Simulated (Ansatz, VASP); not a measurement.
## Two plane-wave programs on Ga2Sb2CO

```
Sb Ga O C
1.0
     4.33438    0.00000    0.00000
    -2.16719    3.75368    0.00000
     0.00000    0.00000   23.31974
Sb Ga O C
2 2 1 1
Direct
  0.00000 0.00000 0.17153
  0.33333 0.66667 0.33016
  0.33333 0.66667 0.20947
  0.66667 0.33333 0.36320
  0.33333 0.66667 0.49614
  0.33333 0.66667 0.54545
```

Alike in both runs: task single point; functional PBE; dispersion D3(BJ); k mesh 6 × 6 × 1; occupations gaussian, width 0.1 eV; no spin polarisation.

|  | VASP | Ansatz |
| --- | --- | --- |
| version | VASP 6.6.1 | Ansatz 0.2.0 |
| potentials or method | VASP PAW PBE potentials, release 64 (Sb, Ga_d, O, C) | scalar-relativistic, plane waves, PAW |
| plane-wave cutoff (eV) | 520 | 420 |
| valence electrons in the cell | 46 | 66 |

VASP gave:

* gap on the k mesh at the Fermi level (eV): 0.02
* least direct gap on the mesh (eV): 0.18
* rms of the force components (eV/Å): 0.234

Question: Estimate Ansatz's values.

Answer: gap on the k mesh at the Fermi level (eV): 0.02; least direct gap on the mesh (eV): 0.18; rms of the force components (eV/Å): 0.503.

One of these differences is far larger than is usual between the two programs; its cause wasn't traced. The two sets of potentials don't hold the same shells in valence.

Caveats: the standard files for N, O and F lose accuracy on very short bonds; spin-orbit coupling is left out, which moves the levels of the heavy elements.
